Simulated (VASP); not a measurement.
# AlIr (Pm-3m) under a change of volume

Wanted: the elastic response of AlIr to a change of volume, with a fit that predicts a row left out.

Main program and level: VASP 6.6.1; PBEsol; plane waves and PAW (Ir, Al); cell typed or built by script, in the first sound run; inputs show where later runs differ.

## Step 1: Starting point

The structure is cubic, space group Pm-3m (No. 221). The conventional cell has a = 2.980 Å, b = 2.980 Å, c = 2.980 Å, α = 90.00°, β = 90.00°, γ = 90.00°. Ir has 8 Al at 2.58 Å nearest. Nearest to Al lie 8 Ir at 2.58 Å. Farther neighbours are not listed.

## Step 2: Relax the crystal, PBEsol

The series starts from the cell that this level prefers, so that zero strain is near zero stress.

This step took 2 runs in a row; the last is shown.

Level: PBEsol; plane waves and PAW (Ir, Al); cell typed or built by script.

INCAR

```
SYSTEM = AlIr
PREC = Accurate
ENCUT = 450
EDIFF = 1E-07
NELM = 120
ISMEAR = 1
SIGMA = 0.15
LREAL = .FALSE.
ALGO = Normal
GGA = PS
NBANDS = 12
LASPH = .TRUE.
LORBIT = 11
LWAVE = .FALSE.
LCHARG = .FALSE.
KPAR = 8
IBRION = 2
NSW = 40
ISIF = 3
EDIFFG = -0.005
POTIM = 0.4
```

POSCAR

```
AlIr
1.0
    2.9906660259      0.0000000000      0.0000000000
    0.0000000000      2.9906660259      0.0000000000
    0.0000000000      0.0000000000      2.9906660259
Ir Al
1 1
Direct
    0.0000000000      0.0000000000      0.0000000000
    0.5000000000      0.5000000000      0.5000000000
```

KPOINTS

```
Automatic mesh
0
Gamma
17 17 17
0 0 0
```

The projector-augmented-wave data sets are Ir and Al (PBE family, release 64).

Started as:

```console
$ mpirun -np 8 vasp_std
```

The log of the run:

```text
[banner, memory and clock lines left out]
running    8 mpi-ranks, on    1 nodes
[...]
|                                                                             |
|           W    W    AA    RRRRR   N    N  II  N    N   GGGG   !!!           |
|           W    W   A  A   R    R  NN   N  II  NN   N  G    G  !!!           |
|           W    W  A    A  R    R  N N  N  II  N N  N  G       !!!           |
|           W WW W  AAAAAA  RRRRR   N  N N  II  N  N N  G  GGG   !            |
|           WW  WW  A    A  R   R   N   NN  II  N   NN  G    G                |
|           W    W  A    A  R    R  N    N  II  N    N   GGGG   !!!           |
|                                                                             |
|     For optimal performance we recommend to set                             |
|       NCORE = 2 up to number-of-cores-per-socket                            |
|     NCORE specifies how many cores store one orbital (NPAR=cpu/NCORE).      |
|     This setting can greatly improve the performance of VASP for DFT.       |
[...]
|     You enforced a specific xc type in the INCAR file but a different       |
|     [... a line on the potential file left out ...]
|     I HOPE YOU KNOW WHAT YOU ARE DOING!                                     |
|                                                                             |

 LDA part: xc-table for (Slater+PW92), standard interpolation
 POSCAR, INCAR and KPOINTS ok, starting setup
[...]
entering main loop
       N       E                     dE             d eps       ncg     rms          rms(c)
DAV:   1     0.522935571418E+02    0.52294E+02   -0.49470E+03  4056   0.805E+02
DAV:   2    -0.145386057605E+02   -0.66832E+02   -0.59532E+02  4036   0.196E+02
DAV:   3    -0.165499362046E+02   -0.20113E+01   -0.19910E+01  5076   0.379E+01
DAV:   4    -0.165758599916E+02   -0.25924E-01   -0.25917E-01  4396   0.424E+00
[...]
DAV:  11    -0.157971955525E+02    0.63565E-06   -0.22371E-06  4832   0.154E-02    0.244E-03
DAV:  12    -0.157971953028E+02    0.24971E-06   -0.73960E-08  2768   0.196E-03    0.499E-04
DAV:  13    -0.157971952869E+02    0.15865E-07   -0.72897E-09  2464   0.906E-04
   1 F= -.15797195E+02 E0= -.15797887E+02  d E =-.157972E+02
[...]
reached required accuracy - stopping structural energy minimisation
```

Wall time 13 s (8 MPI ranks of AMD EPYC 7R43, shared host); peak memory 1.2 GiB; 96 s of CPU time.

Lines that name or quote the potential files are left out of all logs, and their timing lines are given in words.

OUTCAR, selected parts (step 2):

```text
  Total       -0.0002974     -0.0002974     -0.0002974      0.0000000      0.0000000      0.0000000
  in kB       -0.0178136     -0.0178136     -0.0178136      0.0000000      0.0000000      0.0000000
  external PRESSURE =      -0.0178136 kB  Pullay stress =       0.0000000 kB

 POSITION                                       TOTAL-FORCE (eV/Angst)
 -----------------------------------------------------------------------------------
      0.00000      0.00000      0.00000         0.000000      0.000000      0.000000
      1.49533      1.49533      1.49533         0.000000      0.000000      0.000000
 -----------------------------------------------------------------------------------
    total drift:                               -0.000000      0.000000      0.000000

  FREE ENERGIE OF THE ION-ELECTRON SYSTEM (eV)
  ---------------------------------------------------
  free  energy   TOTEN  =       -15.7971952869 eV

  energy  without entropy=      -15.7992712672  energy(sigma->0) =      -15.79788728

 reached required accuracy - stopping structural energy minimisation

[... 3 further parts left out ...]
[key lines of the parts left out:]
E-fermi :  10.8580
```

Numbers from this step:

- energy(sigma→0) of the program: -15.7979 eV
- stress, compression positive: xx, yy, zz 0.00, 0.00, 0.00 GPa
- volume: 26.749 Å³
- ionic steps: 1

## Step 3: Relax at fixed volume, PBEsol

One member in full: the volume is scaled by 1.06, and the cell is held.

Level: PBEsol; plane waves and PAW (Ir, Al); cell typed or built by script.

INCAR, as its differences from that of step 2:

```diff
@@ -15,7 +15,8 @@
 LCHARG = .FALSE.
-KPAR = 8
+KPAR = 2
 IBRION = 2
 NSW = 40
-ISIF = 3
-EDIFFG = -0.005
+ISIF = 2
+EDIFFG = -0.004
 POTIM = 0.4
+MAXMIX = 40
```

POSCAR

```
AlIr
1.0
    3.0493214276      0.0000000000      0.0000000000
    0.0000000000      3.0493214276      0.0000000000
    0.0000000000      0.0000000000      3.0493214276
Ir Al
1 1
Direct
    0.0000000000      0.0000000000      0.0000000000
    0.5000000000      0.5000000000      0.5000000000
```

KPOINTS is that of step 2.

Started as:

```console
$ mpirun -np 2 vasp_std
```

The log of the run:

```text
[banner, memory and clock lines left out]
running    2 mpi-ranks, on    1 nodes
[...]
[... a notice as in an earlier step ...]

 LDA part: xc-table for (Slater+PW92), standard interpolation
 POSCAR, INCAR and KPOINTS ok, starting setup
[...]
entering main loop
       N       E                     dE             d eps       ncg     rms          rms(c)
DAV:   1     0.516190420807E+02    0.51619E+02   -0.48907E+03  4056   0.795E+02
DAV:   2    -0.143914429004E+02   -0.66010E+02   -0.58204E+02  4036   0.193E+02
DAV:   3    -0.164598507362E+02   -0.20684E+01   -0.20510E+01  5044   0.380E+01
DAV:   4    -0.164856821884E+02   -0.25831E-01   -0.25825E-01  4416   0.427E+00
[...]
DAV:  11    -0.157306610531E+02    0.25520E-06   -0.28175E-06  5000   0.158E-02    0.292E-03
DAV:  12    -0.157306607855E+02    0.26763E-06   -0.10109E-07  2864   0.229E-03    0.356E-04
DAV:  13    -0.157306607698E+02    0.15683E-07   -0.89998E-09  2428   0.938E-04
   1 F= -.15730661E+02 E0= -.15731513E+02  d E =-.157307E+02
[...]
reached required accuracy - stopping structural energy minimisation
```

Elapsed: 23 s, on 2 MPI ranks; peak memory 0.29 GiB.

OUTCAR, selected parts (step 3):

```text
  Total       -2.2445575     -2.2445575     -2.2445575     -0.0000000     -0.0000000     -0.0000000
  in kB     -126.8328371   -126.8328371   -126.8328371     -0.0000000     -0.0000000     -0.0000000
  external PRESSURE =    -126.8328371 kB  Pullay stress =       0.0000000 kB

 POSITION                                       TOTAL-FORCE (eV/Angst)
 -----------------------------------------------------------------------------------
      0.00000      0.00000      0.00000         0.000000      0.000000      0.000000
      1.52466      1.52466      1.52466         0.000000      0.000000      0.000000
 -----------------------------------------------------------------------------------
    total drift:                               -0.000000      0.000000      0.000000

  FREE ENERGIE OF THE ION-ELECTRON SYSTEM (eV)
  ---------------------------------------------------
  free  energy   TOTEN  =       -15.7306607698 eV

  energy  without entropy=      -15.7332164952  energy(sigma->0) =      -15.73151268

[... 2 parts as in an earlier step ...]

[... 2 further parts left out ...]
[key lines of the parts left out:]
E-fermi :   9.9613
```

Numbers from this step:

| Property | Result |
| --- | --- |
| energy(sigma→0) of the program | -15.7315 eV |
| stress, compression positive | xx, yy, zz -12.68, -12.68, -12.68 GPa |
| ionic steps | 1 |

## Step 4: The whole series

The other members went through these steps as far as the tables show, with the same cutoff and, step by step, the same mesh; 9 runs are not shown. The session took 0.20 core hours (wall time by ranks) on a shared machine.

```csv
volume over the relaxed volume,volume (Å³/atom),pressure (GPa),"energy above the unstrained row, extrapolated to no smearing (meV/atom)"
0.940,12.572,17.728,42.460
0.955,12.773,12.726,23.296
0.970,12.973,8.125,10.146
0.985,13.174,3.891,2.525
1,13.374,-0.002,0.000
1.015,13.575,?,?
1.030,13.776,-6.875,8.642
1.045,13.976,-9.902,19.090
1.060,14.177,-12.683,33.187
```

## Step 5: Stress from the known rows

Fitting a cubic to the 8 known rows (u: logarithm of the volume ratio) gives pressure = − 610.7 u³ + 571.4 u² − 248.9 u − 0.002579 in GPa; the residuals are 6.2e-4 GPa r.m.s.

At u = 0.01489 this predicts -3.583 GPa.

## Step 6: The withheld row

The calculation gives -3.583 GPa, so the prediction is right to the last digit shown.

A cubic of the pressure in ln(V/V₀) through all rows has the slope −B at V₀: B = 249 GPa, and its curvature gives B′ = 4.6.

## Step 7: Summary of results

```json
{
  "error of the predicted pressure": "0.000 GPa",
  "bulk modulus": "249 GPa"
}
```

What this shows: These are static values: temperature and zero-point motion are left out. In a metal the slopes also depend on mesh and smearing, which were held through the series.

[Lines on the potential files, build, host, timing and source positions are cut from VASP's logs without a mark.]

[Logs are printed without paths, hosts, clocks, repeated set-up lines and the standing remarks that a program may print on its own settings, such as how far it seeks lower states.]

[Hosts, paths, dates, database ids (printed as entryN), source tags and the programs' standing remarks are cut or masked in the printed files.]

[In band tables of VASP the shares of atoms and orbitals are scaled to a sum of 1 inside the atoms' spheres.]
